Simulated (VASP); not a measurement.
Energy against volume of NiSi2 (fluorite). Level of theory: optB86b-vdW, VASP's PBE PAW potentials (set 64) (plane waves; VASP). Numerical set-up: 520 eV cut-off, 10×10×10 Γ-centred mesh, first-order Methfessel-Paxton smearing of 0.10 eV, potentials Si Ni.

| V (Å³/atom) | E (eV/atom) |
|---|---|
| 12.607 | -4.15091 |
| 13.009 | -4.16821 |
| 13.412 | -4.17215 |
| 13.814 | -4.16503 |

Task: Fit these four points and predict the energy of the run at 14.216 Å³/atom.

Result: A cubic in V^(−2/3), the third-order Birch-Murnaghan form, passes through the four points with V0 = 13.34 Å³/atom and B0 = 150 GPa, and gives -4.1488 eV/atom there. The run gave -4.1491 eV/atom, -0.3 meV/atom from the fit; all five points give B0 = 149 GPa.

The compound is NiSi2 in the fluorite structure. It was relaxed first. The run is not spin-polarised, so no magnetic state was tried.
